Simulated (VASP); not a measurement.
VASP runs on PdIn (CsCl type) share one base input (PBE GGA, plane waves, VASP's PBE PAW potentials (set 64)) and change the settings named in each case.

File POSCAR:
```
PdIn
6.630
  0.5000000000   0.0000000000   0.0000000000
  0.0000000000   0.5000000000   0.0000000000
  0.0000000000   0.0000000000   0.5000000000
In Pd
1 1
Cart
  0.2500000000   0.2500000000   0.2500000000
  0.0000000000   0.0000000000   0.0000000000
```

INCAR:
```
! general
SYSTEM  = PdIn
PREC    = Accurate
ENCUT   = 400   ! plane-wave cut-off (eV)
LREAL   = .FALSE.
LASPH   = .TRUE.

! electronic loop
EDIFF   = 1E-6   ! SCF stop (eV)
NELM    = 100   ! most electronic steps
ALGO    = Normal
LMAXMIX = 4

! smearing
ISMEAR  = 1   ! Methfessel-Paxton
SIGMA   = 0.1

! functional
GGA     = PE

! ions
ISIF    = 2   ! forces and stress, cell fixed

! output
LWAVE   = .FALSE.
LCHARG  = .FALSE.
```

KPOINTS:
```
Automatic mesh
0
Gamma
10 10 10
0 0 0
```

POTCAR, in this order: In_d Pd (PBE.64 set). Program: vasp_std.

| change | E(σ→0) (eV/atom) | pressure (GPa) | −TS (eV) |
|---|---|---|---|
| base run | -4.3736 | -0.85 | -0.0005 |
| GGA removed, LMIXTAU = .TRUE., METAGGA = TPSS | -12.7476 | -4.53 | -0.0008 |
| IVDW = 11 | -4.7808 | -4.48 | -0.0005 |
| GGA removed, LMIXTAU = .TRUE., METAGGA = R2SCAN | -23.3099 | -4.66 | -0.0015 |
| AGGAC = 0.0, GGA = BO, LUSE_VDW = .TRUE., PARAM1 = 0.1833333333, PARAM2 = 0.22 | -1.2434 | -0.95 | 0.0006 |
| GGA = PS | -4.9763 | -6.91 | -0.0005 |
| IVDW = 12 | -4.8873 | -5.57 | -0.0005 |
 Energies of different potentials or functionals have different zeros. Unless said otherwise, spin-orbit coupling is left out, though it shifts the bands of the heavy elements here.

Left out are runs that ran out of time, are held back, or changed the cell or the kind of run, fixed moments of cells without a moment, rows past the twelfth, gaps on odd meshes, pressures of charged cells and columns that move by less than the noise.

The compound is PdIn in the CsCl type structure. The cell was not relaxed at this level. The electron count is odd and the run is not spin-polarised, which forces a metal.
